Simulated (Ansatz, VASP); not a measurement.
# Cu (Copper): VASP beside Ansatz, part 2 of 2

Wanted: the spread between two codes on one cell, functional and k mesh. The cell is taken from a series of runs on this material, whose earlier steps may have relaxed, scaled, displaced or heated it; both programs get it as it stands.

VASP 6.6.1 and Ansatz 0.2.0.

So far. Step 5 (VASP: single point, PBEsol, pair 2): The run ends at a pressure of -3.86 GPa.

### 6. Ansatz: single point, PBEsol, pair 2

Level of this step: Ansatz beside VASP: Kohn-Sham DFT, plane waves, PBEsol (Ansatz).

The same cell, functional, mesh and smearing now go to Ansatz, which takes its cutoff from its data sets.

The cell is taken from a series of runs on this material, whose earlier steps may have relaxed, scaled, displaced or heated it; both programs get it as it stands.

The input, input.yaml:

```yaml
crystal:
  lattice:
    - [0.0, 1.7995768363, 1.7995768363]
    - [1.7995768363, 0.0, 1.7995768363]
    - [1.7995768363, 1.7995768363, 0.0]
  atoms:
    - { symbol: Cu, position: [0.0, 0.0, 0.0] }
kpoints:
  mp_grid: { grid: [24, 24, 24] }
hamiltonian:
  xc: pbesol
scf:
  occupations: { method: methfessel_paxton, width: 0.2 }
  lower_state_search: "off"
output:
  forces: true
  stress: true
  eigenvalues: true
```

Command:

```
ansatz run input.yaml --threads 8 --pin off --max-ram 16384MiB --backend cpu --events-out ev --progress --plain --runs-dir out
```

Numbers of over 12 decimals in the logs are rounded to 6 here.

The program printed:

```text
[...]
Crystal: 1 atoms, lattice volume = 11.656 Å³
Basis set: ecut = 420 eV, 259 PW (Γ), exchange–correlation on 36×36×36 points (8 copies of the dense FFT grid, shifted against one another)
Bands: 14, of which v1, the nominal top of the filled ones, is band 10 counted from 1 (9 counted from 0)
Symmetry: 48 space group operations
[...]
k-points: 413 of 13824
[...]
--- Band table (eV; the first three rows and the last of 413) ---
  k-point 0: bands = [... 6 lower, 13.8265, 13.8265, 14.6876, 14.6876, 39.5605, 42.1487, 42.1487, 42.1487]
  k-point 1: bands = [... 6 lower, 13.8392, 13.8392, 14.6825, 14.6825, 39.2413, 41.1565, 41.9260, 41.9260]
  k-point 2: bands = [... 6 lower, 13.8745, 13.8745, 14.6696, 14.6696, 37.8141, 40.4109, 41.4527, 41.4527]
  k-point 412: bands = [... 6 lower, 13.2898, 14.6410, 15.4215, 23.0688, 23.0688, 25.2204, 25.7003, 45.1839]
[key lines of the parts left out:]
SCF converged after 5 iterations
Free energy (F): -6588.768665 eV
Fermi energy:    16.874136 eV
P = ⅓ Tr σ = -4.6192 GPa (-46.192 kbar)
```

The run ends at a pressure of -4.62 GPa.

### 7. Differences

What differs besides the data sets and the points named for the pairs above, as far as they apply: the data sets hold 19 valence electrons in Ansatz (on its default PAW (the set named soft_2) files) and 11 in VASP. Total energies have different zeros and are not compared.

The two programs side by side:

```
      quantity  Ansatz   VASP  difference
pressure (GPa)   -4.62  -3.86       -0.76
```

### 8. VASP: single point, PBEsol, pair 3

With cell and atoms fixed, the geometry can't cause a difference; cores, projectors, grids and the points listed under the comparison can. The cell compared in this pair holds 11.88 Å³, against 11.66 Å³ for the pair before.

The input, INCAR:

```
SYSTEM = Cu
PREC = Accurate
ENCUT = 600
EDIFF = 1E-06
NELM = 120
ISMEAR = 1
SIGMA = 0.2
LREAL = .FALSE.
ALGO = Normal
GGA = PS
NBANDS = 11
LASPH = .TRUE.
LORBIT = 11
LWAVE = .FALSE.
LCHARG = .FALSE.
ISIF = 2
GGA_COMPAT = .FALSE.
```

The input, POSCAR:

```
Cu
1.0
    0.0000000000      1.8111499958      1.8111499958
    1.8111499958      0.0000000000      1.8111499958
    1.8111499958      1.8111499958      0.0000000000
Cu
1
Direct
    0.0000000000      0.0000000000      0.0000000000
```

The input, KPOINTS:

```
Automatic mesh
0
Gamma
24 24 24
0 0 0
```

PAW data sets: Cu (PBE family, release 64).

Command:

```
mpirun -np 1 vasp_std
```

The program printed:

```text
[... set-up lines as in an earlier step ...]
 entering main loop
       N       E                     dE             d eps       ncg     rms          rms(c)
DAV:   1     0.440463056340E+02    0.44046E+02   -0.59413E+03  9702   0.185E+03
DAV:   2    -0.412089073560E+01   -0.48167E+02   -0.45029E+02  9285   0.216E+02
DAV:   3    -0.536921972755E+01   -0.12483E+01   -0.12333E+01 10372   0.422E+01
DAV:   4    -0.537763200291E+01   -0.84123E-02   -0.84107E-02 10266   0.304E+00
[...]
DAV:  10    -0.429864139797E+01   -0.38007E-05   -0.51252E-05 13468   0.131E-01    0.578E-03
DAV:  11    -0.429864264677E+01   -0.12488E-05   -0.40389E-07  6588   0.995E-03    0.596E-04
DAV:  12    -0.429864261510E+01    0.31670E-07   -0.60532E-08  5098   0.355E-03
   1 F= -.42986426E+01 E0= -.42988806E+01  d E =0.713853E-03
```

From OUTCAR (step 8):

```text
  Total       -0.4832057     -0.4832057     -0.4832057      0.0000000      0.0000000      0.0000000
  in kB      -65.1552436    -65.1552436    -65.1552436      0.0000000      0.0000000      0.0000000
  external PRESSURE =     -65.1552436 kB  Pullay stress =       0.0000000 kB

 POSITION                                       TOTAL-FORCE (eV/Angst)
 -----------------------------------------------------------------------------------
      0.00000      0.00000      0.00000        -0.000000      0.000000      0.000000
 -----------------------------------------------------------------------------------
    total drift:                                0.000000     -0.000000      0.000000

  FREE ENERGIE OF THE ION-ELECTRON SYSTEM (eV)
  ---------------------------------------------------
  free  energy   TOTEN  =        -4.2986426151 eV

  energy  without entropy=       -4.2993564679  energy(sigma->0) =       -4.29888057

[... 1 part as in an earlier step ...]

[... 2 further parts left out ...]
[key lines of the parts left out:]
E-fermi :   7.3247
```

The run ends at a pressure of -6.52 GPa.

### 9. Ansatz: single point, PBEsol, pair 3

The same cell, functional, mesh and smearing now go to Ansatz, which takes its cutoff from its data sets.

The cell is taken from a series of runs on this material, whose earlier steps may have relaxed, scaled, displaced or heated it; both programs get it as it stands.

input.yaml, the sections that differ from step 6:

```yaml
crystal:
  lattice:
    - [0.0, 1.8111499958, 1.8111499958]
    - [1.8111499958, 0.0, 1.8111499958]
    - [1.8111499958, 1.8111499958, 0.0]
  atoms:
    - { symbol: Cu, position: [0.0, 0.0, 0.0] }
# kpoints, hamiltonian, scf, output: as in step 6
```

Command:

```
ansatz run input.yaml --threads 8 --pin off --max-ram 16384MiB --backend cpu --events-out ev --progress --plain --runs-dir out
```

The program printed:

```text
[...]
Crystal: 1 atoms, lattice volume = 11.882 Å³
Basis set: ecut = 420 eV, 259 PW (Γ), exchange–correlation on 36×36×36 points (8 copies of the dense FFT grid, shifted against one another)
Bands: 14, of which v1, the nominal top of the filled ones, is band 10 counted from 1 (9 counted from 0)
Symmetry: 48 space group operations
[...]
k-points: 413 of 13824
[...]
--- Band table (eV; the first three rows and the last of 413) ---
  k-point 0: bands = [... 6 lower, 13.4705, 13.4705, 14.3063, 14.3063, 38.9900, 41.4326, 41.4326, 41.4326]
  k-point 1: bands = [... 6 lower, 13.4828, 13.4828, 14.3013, 14.3013, 38.6573, 40.4633, 41.2103, 41.2103]
  k-point 2: bands = [... 6 lower, 13.5171, 13.5171, 14.2888, 14.2888, 37.1891, 39.7754, 40.7402, 40.7402]
  k-point 412: bands = [... 6 lower, 12.9515, 14.2619, 15.0186, 22.5809, 22.5809, 24.7113, 25.1078, 44.4818]
[key lines of the parts left out:]
SCF converged after 5 iterations
Free energy (F): -6588.760236 eV
Fermi energy:    16.456145 eV
P = ⅓ Tr σ = -7.2694 GPa (-72.694 kbar)
```

The run ends at a pressure of -7.27 GPa.

### 10. Comparison

What differs besides the data sets and the points named for the pairs above, as far as they apply: the data sets hold 19 valence electrons in Ansatz (on its default PAW (the set named soft_2) files) and 11 in VASP. Total energies have different zeros and are not compared.

Both answers:

```
      quantity  Ansatz   VASP  difference
pressure (GPa)   -7.27  -6.52       -0.75
```

### 11. Outcome

```yaml
difference_in_pressure_single_point_pbesol_pair_1: -0.81 GPa
difference_in_pressure_single_point_pbesol_pair_2: -0.76 GPa
difference_in_pressure_single_point_pbesol_pair_3: -0.75 GPa
```

The difference in pressure is -0.81 GPa (single point, PBEsol, pair 1), within the 1 GPa picked in this series as the mark of a large difference. The data sets hold unlike numbers of valence electrons (19 in Ansatz and 11 in VASP), so part of the differences comes from the potentials. How closely two codes agree says nothing of how well the functional describes the real material.

[Lines on the potential files, build, host, timing and source positions are cut from VASP's logs without a mark.]

[Logs are printed without paths, hosts, clocks, repeated set-up lines and the standing remarks that a program may print on its own settings, such as how far it seeks lower states.]

[Hosts, paths, dates, database ids (printed as entryN), source tags and the programs' standing remarks are cut or masked in the printed files.]
